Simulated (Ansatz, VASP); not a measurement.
## Cross-check of Sn between VASP and Ansatz

One calculation is typed for both programs; each brings its own data sets. How far apart do they land? The cell is taken from a series of runs on this material, whose earlier steps may have relaxed, scaled, displaced or heated it; both programs get it as it stands.

Calculated with Ansatz 0.2.0; plane waves, with VASP 6.6.1 beside it; zone-centre phonons at LDA.

## (1) Starting point

The structure is tetragonal, space group I4_1/amd (No. 141). The conventional cell has a = 4.531 Å, b = 4.531 Å, c = 6.539 Å, α = 90.00°, β = 90.00°, γ = 90.00°. Nearest to Sn lie 4 Sn at 2.79 Å. That group holds within 0.01 Å; judged at 0.001 Å it is C2/m (No. 12).

## (2) Ansatz: zone-centre phonons, LDA

Ansatz runs on its PAW soft_1 files.

Second derivatives magnify differences that forces hide, and they need a tight electronic threshold.

File input.yaml:

```yaml
crystal:
  lattice:
    - [0.0, 3.2037014698, 3.2693687362]
    - [3.2037014698, 0.0, 3.2693687362]
    - [3.2037014698, 3.2037014698, 0.0]
  atoms:
    - { symbol: Sn, position: [0.5000181137, 0.5000181137, 0.4998082773] }
    - { symbol: Sn, position: [0.7499818863, 0.7499818863, 0.7501917227] }
kpoints:
  mp_grid: { grid: [12, 12, 12], shift: [0.5, 0.5, 0.5] }
hamiltonian:
  xc: lda
  pseudopotentials: { kind: paw, azcp: { folder: soft_1 }, xc_functional: pbe }
scf:
  occupations: { method: gaussian, width: 0.015 }
output:
  eigenvalues: true
phonons:
  method: dfpt
```

On the command line:

```console
$ ansatz run input.yaml --threads 4 --pin off --max-ram 10240MiB --backend cpu --events-out ev --progress --plain --runs-dir out
```

Numbers of over 12 decimals in the logs are rounded to 6 here.

The program printed:

```text
Engine: ansatz 0.2.0, aarch64-unknown-linux-gnu
Pseudopotentials: kind: paw
Pseudopotential: Sn, paw, valence charge 14, recommended cutoff 420 eV (normal), soft_1/Sn.paw.azcp
Functional definition: SPW92
  exchange = slater_x
  correlation = pw_c
Crystal: 2 atoms, lattice volume = 67.112 Å³
Basis set: ecut = 420 eV, 1315 PW (Γ), exchange–correlation on 64×64×64 points (8 copies of the dense FFT grid, shifted against one another)
Bands: 18, of which v1, the nominal top of the filled ones, is band 14 counted from 1 (13 counted from 0)
Symmetry: 4 space group operations
k-points: 864 of 1728 (irreducible under 1 space group operation, time reversal used)
Non-local potential: Sn, projectors of the file, l = 0: 2, l = 1: 2, l = 2: 2, l = 3: 1
PAW form: soft (Blöchl's): semilocal exchange-correlation on the pseudo side does not see the compensation charge
PAW frozen core: Sn, regenerated for the run's functional, and the local potential with it (the file was generated under x = pbe(κ = 0.804, μ = 0.219515), c = pbe(β = 0.066725))
PAW one-centre angular grid: Sn, 590 points (default); XC on 64 Gauss nodes
Initial density: superposition of atomic densities (chi_scale 0.1, normalization cell)
Initial wavefunctions: pseudopotential atomic-orbital guess
Functional: x = slater, c = lda
SCF iter   1: F=—  HF=-11759.279820 eV  |F-HF|=—  |Δ(HF+E_count)|=         —  Δρ=2.30e-2  dr2=3.95e-1  ethr=3.10e-3  ⟨swp⟩=6.0  Hψ=84604  notcnv=0
preconditioner: auto → none  [insulator: Δε(μ)=0.051 eV  Ē_g=20.005 eV  σ=0.015 eV  W_gap=0.98  n_scr=14 (ndim 8)  ℏωp=24.0 eV  f_vac=0.003  D(μ)=0.01/eV (n_scr^D=0)  ε∞_Penn≈2.4]
SCF iter   2: F=—  HF=-11759.161888 eV  |F-HF|=—  |Δ(HF+E_count)|=   1.18e-1  Δρ=9.59e-3  dr2=6.39e-2  ethr=1.41e-3  ⟨swp⟩=2.0  Hψ=25901  notcnv=0
SCF iter   3: F=—  HF=-11759.146855 eV  |F-HF|=—  |Δ(HF+E_count)|=   1.50e-2  Δρ=1.01e-3  dr2=4.74e-4  ethr=2.28e-4  ⟨swp⟩=2.0  Hψ=22471  notcnv=0
SCF iter   4: F=—  HF=-11759.146979 eV  |F-HF|=—  |Δ(HF+E_count)|=   1.24e-4  Δρ=4.64e-4  dr2=5.49e-5  ethr=1.69e-6  ⟨swp⟩=2.0  Hψ=30868  notcnv=0
SCF iter   5: F=—  HF=-11759.146972 eV  |F-HF|=—  |Δ(HF+E_count)|=   7.00e-6  Δρ=1.65e-4  dr2=6.76e-6  ethr=1.96e-7  ⟨swp⟩=2.8  Hψ=27981  notcnv=0
SCF iter   6: F=—  HF=-11759.146970 eV  |F-HF|=—  |Δ(HF+E_count)|=   1.32e-6  Δρ=3.77e-5  dr2=4.57e-7  ethr=2.41e-8  ⟨swp⟩=2.0  Hψ=25154  notcnv=0
SCF iter   7: F=—  HF=-11759.146971 eV  |F-HF|=—  |Δ(HF+E_count)|=   2.61e-7  Δρ=9.15e-6  dr2=4.06e-8  ethr=1.63e-9  ⟨swp⟩=2.0  Hψ=26482  notcnv=0
SCF iter   8: F=—  HF=-11759.146970 eV  |F-HF|=—  |Δ(HF+E_count)|=   1.37e-8  Δρ=5.85e-7  dr2=1.76e-10  ethr=1.45e-10  ⟨swp⟩=2.2  Hψ=27878  notcnv=0
SCF iter   9: F=-11759.146970 eV  HF=-11759.146970 eV  |F-HF|=1.82e-12  |Δ(HF+E_count)|=  3.46e-11  Δρ=4.62e-8  dr2=1.36e-12  ethr=1.00e-12  ⟨swp⟩=7.0  Hψ=73217  notcnv=0
SCF 1 converged in 9 iterations: F = -11759.146970 eV  dr2 = 1.36e-12
  greatest PAW one-centre occupation: 0.992 electrons in one spin orbital (limit 2), on the Sn atom at site 1 (counted from 0), in its partial waves of l = 2
DFPT response loops at Γ: preconditioner auto → Kerker (q_TF=auto, 2.358 Å⁻¹) (partly filled bands, converged f_vac=0.081); β = 1.00, the filter's whole step (`scf.mixing.beta` (0.50) is not read by the response loops under this deck's `scf.mixing.preconditioner`; to damp them name `kerker` or `kerker_dos`, under which they read `scf.mixing.beta`, and type it under 1.00, their step now; both keys bind the ground state too); Broyden in place of MSR1
SCF converged after 9 iterations
Free energy (F): -11759.146970 eV
Harris-Foulkes:  -11759.146970 eV  (|F-HF|=1.82e-12)
Internal energy: -11759.146960 eV  (E = F + TS)
E sigma→0 (E₀):  -11759.146965 eV
Entropy (-TS):   -0.000010 eV (-0.005 meV/atom)
Fermi energy:    7.797062 eV
--- Per-component energies (eV) ---
  E_band       = -249.151523
  E_kinetic    = 339.585617
  E_local      = -2607.127701  (includes V_loc(G=0)·N_el)
  E_nonlocal   = 299.065657
  E_hartree    = 1267.041438
  E_xc         = -250.209162
  E_vxc        = -162.571356  (∫ρ·V_xc dr)
  E_paw        = -8451.424085  (= ΣΔE_a)
  E_vpaw       = -652.187177  (= ΣTr[D̂ρ^β])
  E_aug_tail   = 0.000544  (compensation charges beyond the density's cutoff)
  E_ewald      = -2356.929051
  E_core_change = 0.849782  (= ΣΔE_core)
  E_smearing   = -0.000010  (= −TS)
  E_closure    = 0.000000  (closes the sum)
  Σ components = -11759.146970   (vs F -11759.146970, Δ=0.00e0)
--- Band table (eV; the first three rows and the last of 864) ---
  k-point 0: bands = [... 10 lower, -2.9892, 6.7411, 7.7697, 7.8757, 8.0692, 9.9580, 9.9650, 10.0511]
  k-point 1: bands = [... 10 lower, -2.8971, 5.8869, 7.3522, 7.8094, 8.4692, 10.0570, 10.0900, 10.6348]
  k-point 2: bands = [... 10 lower, -2.6718, 4.6569, 6.9755, 7.5334, 8.4429, 10.4165, 10.5833, 11.4591]
  k-point 863: bands = [... 10 lower, -1.3426, 1.3697, 6.4262, 6.5867, 7.9224, 10.9704, 11.0793, 13.4029]
--- Phonons (Γ-DFPT): 2 representative perturbations + reference, on 864 of 1728 k-points (Σ response iterations 6) ---
  k mesh reduced under 1 symmetry operation, with k and −k counted as one. Each operation leaves every solved perturbation unchanged. A smaller set is not used because it would not reduce the number of displacements times k-points to solve
  ASR residual: 3.541e-6 → 0.000e0 eV/Å²; symmetrization residual: 3.100e-6 eV/Å²
  ASR residual per site (eV/Å²): 3.54e-6 3.54e-6
  Γ frequencies (cm⁻¹): 0.00 0.00 0.00 188.59 192.23 194.80
  non-analytic LO–TO correction: not included (Born effective charges unavailable; polar crystals: no LO–TO splitting at Γ)
```

[end of part 1 of 3]

[Lines on the potential files, build, host, timing and source positions are cut from VASP's logs without a mark.]

[Logs are printed without paths, hosts, clocks, repeated set-up lines and the standing remarks that a program may print on its own settings, such as how far it seeks lower states.]

[Hosts, paths, dates, database ids (printed as entryN), source tags and the programs' standing remarks are cut or masked in the printed files.]
